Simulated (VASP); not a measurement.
A run of VASP 6.6.1:

INCAR

```
SYSTEM = CsLiCr2Te2S3
PREC = Accurate ; ENCUT = 520
EDIFF = 1E-6 ; ISMEAR = -1
SIGMA = 0.05 ; LREAL = .FALSE.
LASPH = .TRUE. ; NELM = 120
ALGO = Normal ; ISIF = 2
LWAVE = .FALSE. ; LCHARG = .FALSE.
ISPIN = 2 ; MAGMOM = 0 0 3 3 0 0 0 0 0
LORBIT = 11 ; LMAXMIX = 4
GGA = PE ; LOPTICS = .TRUE.
NBANDS = 65 ; NEDOS = 2000
CSHIFT = 0.05 ; KPAR = 4
```

File KPOINTS:

```
regular mesh
0
G
  7 7 4
  0 0 0
```

The input POSCAR:

```
CsLiCr2Te2S3
1.0
    7.2895900000     -2.1043300000      0.0177200000
    7.2895900000      2.1043300000      0.0177200000
   -2.5331500000      0.0000000000      7.2810000000
Cs Li Cr Te S
1 1 2 2 3
Direct
    0.5000000000      0.5000000000      0.0000000000
    0.0000000000      0.0000000000      0.5000000000
    0.3287000000      0.3287000000      0.4330000000
    0.6713000000      0.6713000000      0.5670000000
    0.8067200000      0.8067200000      0.1742700000
    0.1932800000      0.1932800000      0.8257300000
    0.1635800000      0.1635800000      0.3971300000
    0.8364200000      0.8364200000      0.6028700000
    0.5000000000      0.5000000000      0.5000000000
```

Potentials or basis: VASP PAW PBE potentials, release 64 (Cs_sv, Li_sv, Cr_pv, Te, S).

Run with:

```sh
$ cat potpaw_PBE.64/Cs_sv/POTCAR potpaw_PBE.64/Li_sv/POTCAR potpaw_PBE.64/Cr_pv/POTCAR potpaw_PBE.64/Te/POTCAR potpaw_PBE.64/S/POTCAR > POTCAR
$ mpirun -np 4 vasp_std > vasp.out
```

Hardware: 4 MPI ranks on Intel(R) Xeon(R) Platinum 8488C (Sapphire Rapids), on a shared host.

Estimate the wall time of this run.

Run time: 14 min on 4 MPI ranks on Intel(R) Xeon(R) Platinum 8488C (Sapphire Rapids) (shared host), peak memory 3.1 GiB a rank. Counts: scf iterations 18, k points 60.
